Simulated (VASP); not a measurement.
```
Li2S
1.0
    0.00000     2.85130     2.85130
    2.85130     0.00000     2.85130
    2.85130     2.85130     0.00000
Li S
2 1
Cartesian
  1.42565   1.42565   1.42565
  4.27694   4.27694   4.27694
  0.00000   0.00000   0.00000
```

The numbers are results of vdW-DF-cx, VASP's PBE PAW potentials (set 64) (plane waves; VASP), not measurements. Numerical set-up: 520 eV cut-off, 8×8×8 Γ-centred mesh, tetrahedra with Blöchl corrections, potentials Li_sv S.

Predict the energy per atom (σ→0), band gap (on the k-mesh) with the smallest direct gap where there is one.

```yaml
band gap (on the k-mesh): 3.34 eV
smallest direct gap (on the k-mesh): 4.26 eV
energy per atom (σ→0): -2.936 eV/atom
```

The absolute energy has meaning only against runs of the same code, potentials and settings.

The compound is Li2S in the antifluorite structure. It was relaxed first.
